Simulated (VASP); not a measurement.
A convergence study with VASP on V (bcc): one setting is varied, all else stays as given below, so the limit is that of these other settings.

```
CELL_PARAMETERS angstrom
     -1.51500     1.51500     1.51500
      1.51500    -1.51500     1.51500
      1.51500     1.51500    -1.51500
ATOMIC_POSITIONS crystal
  V  0.00000 0.00000 0.00000
```

Computed with PBE GGA, VASP's PBE PAW potentials (set 64) (plane waves; VASP). The tightest run used: 550 eV cut-off, 23×23×23 Monkhorst-Pack mesh, first-order Methfessel-Paxton smearing of 0.10 eV, potentials V_sv.

The reference is 23×23×23 mesh, which took about 20 core-seconds. Times come from single runs on busy shared machines, so they are rough: good to a factor of about 2.

Of the settings 1×1×1 mesh; 2×2×2 mesh; 3×3×3 mesh; 4×4×4 mesh; 5×5×5 mesh; 6×6×6 mesh; 7×7×7 mesh; 8×8×8 mesh; 9×9×9 mesh; 10×10×10 mesh; 11×11×11 mesh; 12×12×12 mesh; 13×13×13 mesh; 14×14×14 mesh; 15×15×15 mesh; 16×16×16 mesh; 17×17×17 mesh; 18×18×18 mesh; 19×19×19 mesh; 20×20×20 mesh; 21×21×21 mesh; 22×22×22 mesh; 23×23×23 mesh, which is the lowest that keeps the difference from the reference in the stress, largest component (GPa) within 0.5 from there on, and what does it cost?

11×11×11 mesh; its cost over the reference is about 1/5.
```csv
setting,"difference in the stress, largest component (GPa)",cost over the reference
1×1×1 mesh,96.24,about 1/20
2×2×2 mesh,27.52,about 1/20
3×3×3 mesh,0.45,about 1/20
4×4×4 mesh,2.99,about 1/10
5×5×5 mesh,1.89,about 1/10
6×6×6 mesh,1.53,about 1/10
7×7×7 mesh,0.35,about 1/9
8×8×8 mesh,0.99,about 1/8
9×9×9 mesh,0.30,about 1/6
10×10×10 mesh,0.72,about 1/6
11×11×11 mesh,0.10,about 1/5
12×12×12 mesh,0.04,about 1/4
13×13×13 mesh,0.10,about 1/4
14×14×14 mesh,0.01,about 1/3
15×15×15 mesh,0.33,about 1/3
16×16×16 mesh,0.17,about 1/2
17×17×17 mesh,0.18,about 1/2
18×18×18 mesh,0.10,within a factor of 2
19×19×19 mesh,0.13,within a factor of 2
20×20×20 mesh,0.08,within a factor of 2
21×21×21 mesh,0.01,within a factor of 2
22×22×22 mesh,0.08,within a factor of 2
23×23×23 mesh,0.00,reference
```

Left out are rungs that failed or repeat a setting and relaxations that didn't move; long series are thinned to 24 rows.

The compound is V in the bcc structure. The cell was not relaxed at this level. The run is not spin-polarised, so no magnetic state was tried.
